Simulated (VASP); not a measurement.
```yaml
crystal:
  lattice:
    - [4.33000, 2.16500, 2.16500]
    - [2.16500, 4.33000, 2.16500]
    - [2.16500, 2.16500, 4.33000]
  atoms:
    - { symbol: Fe, position: [0.00000, 0.00000, 0.00000], spin: 4.0 }
    - { symbol: Fe, position: [0.50000, 0.50000, 0.50000], spin: -4.0 }
    - { symbol: O, position: [0.25000, 0.25000, 0.25000] }
    - { symbol: O, position: [0.75000, 0.75000, 0.75000] }
```

The numbers are results of PBE GGA + U (Dudarev), VASP's PBE PAW potentials (set 64) (plane waves; VASP), not measurements. Numerical set-up: 520 eV cut-off, 8×8×8 Γ-centred mesh, Gaussian smearing of 0.050 eV, potentials Fe O, U − J: Fe 5.00 eV.

Q: Give the stress tensor in GPa (positive for a compressed cell).

A: 
```
0.50  1.64  1.64
1.64  0.50  1.64
1.64  1.64  0.50
```
The pressure is its mean diagonal, 0.50 GPa.

The compound is FeO in the rock salt, AFM-II order structure. The cell was not relaxed at this level. The k-mesh is coarse (spacing up to 0.30 per Å, 2π included), so the numbers may not be converged in it. The run is one of a series of settings (LDAU = .TRUE., LDAUJ = 0 0, LDAUL = 2 -1, LDAUTYPE = 2, LDAUU = 5.0 0 against the base run), some of them coarse on purpose. A gapless solution with U can be a metastable orbital state.
